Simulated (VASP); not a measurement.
Input:

```xyz
9
Lattice="2.4764 -4.2893 0.0000 2.4764 4.2893 0.0000 0.0000 0.0000 5.4444" Properties=species:S:1:pos:R:3 pbc="T T T"
Si     1.1637     2.0156     1.8148
Si     2.6254     0.0000     0.0000
Si     1.1637    -2.0156     3.6296
O      1.6835     0.6234     1.1680
O      3.5712     1.1463     4.7976
O      2.1745    -2.5196     2.4616
O      3.5712    -1.1463     0.6468
O      1.6835    -0.6234     4.2764
O      2.1745     2.5196     2.9828
```

Level of theory: PBEsol GGA, VASP's PBE PAW potentials (set 64) (plane waves; VASP). Run with 520 eV cut-off, 5×5×4 Γ-centred mesh, Gaussian smearing of 0.050 eV, potentials Si O.

### Question
Predict the energy per atom (σ→0).

### Answer

```
Property                        Value
---------------------  --------------
energy per atom (σ→0)  -8.223 eV/atom
```

Only differences to runs with the same potentials and settings are physical.

The compound is SiO2 in the quartz structure. It was relaxed first. The start is the result of an earlier pass.
